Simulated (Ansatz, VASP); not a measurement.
# One calculation of AgRh, two programs

```
Ag Rh
1.0
     2.83206    0.00000    0.00000
    -1.41603    2.45264    0.00000
     0.00000    0.00000    4.90291
Ag Rh
1 1
Direct
  0.00000 0.00000 0.50000
  0.66667 0.33333 0.00000
```

The cell comes from a database or a generator and needn't be the stable form of this composition.

Alike in both runs: task single point; functional PBE; k mesh 11 × 11 × 6; occupations fermi-dirac, width 0.05 eV; no spin polarisation.

|  | VASP | Ansatz |
| --- | --- | --- |
| version | VASP 6.6.1 | Ansatz 0.2.0 |
| potentials or method | VASP PAW PBE potentials, release 64 (Ag, Rh_pv) | Ansatz PAW |
| plane-wave cutoff (eV) | 520 | 420 |
| valence electrons in the cell | 26 | 36 |

|  | VASP | Ansatz | Ansatz less VASP |
| --- | --- | --- | --- |
| gap on the k mesh at the Fermi level (eV) | none | none | - |
| pressure (GPa) | -9.6 | -9.5 | +0.07 |
| largest component of the traceless stress (GPa) | 0.37 | 0.34 | -0.028 |

A gap of «none» marks a metal or a gap that the smearing closes. The two sets of potentials don't hold the same shells in valence.
